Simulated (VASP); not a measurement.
```
CELL_PARAMETERS angstrom
      0.00000     2.40500     2.40500
      2.40500     0.00000     2.40500
      2.40500     2.40500     0.00000
ATOMIC_POSITIONS crystal
  Ca 0.00000 0.00000 0.00000
  O  0.50000 0.50000 0.50000
```

These are r2SCAN meta-GGA, VASP's PBE PAW potentials (set 64) (plane waves; VASP) values and carry that method's errors. Run with 520 eV cut-off, 11×11×11 Γ-centred mesh, tetrahedra with Blöchl corrections, potentials Ca_sv O.

Question: Give the energies of bands 6 to 11 at the high-symmetry points, in eV from the valence-band maximum.

Answer: 
| band | Γ | X | U | L | W |
|---|---|---|---|---|---|
| 6 | 0.00 | -1.29 | -1.32 | -2.60 | -1.28 |
| 7 | 0.00 | -0.38 | -1.20 | -1.19 | -1.04 |
| 8 | 0.00 | -0.38 | -0.78 | -1.19 | -1.04 |
| 9 | 5.41 | 4.19 | 5.71 | 7.69 | 6.92 |
| 10 | 6.85 | 8.74 | 8.66 | 9.03 | 6.92 |
| 11 | 6.85 | 9.62 | 9.27 | 9.03 | 9.09 |

The gap is indirect, 4.19 eV, from the valence maximum at Γ to the conduction minimum at X.

The compound is CaO in the rock salt structure. The cell was not relaxed at this level.
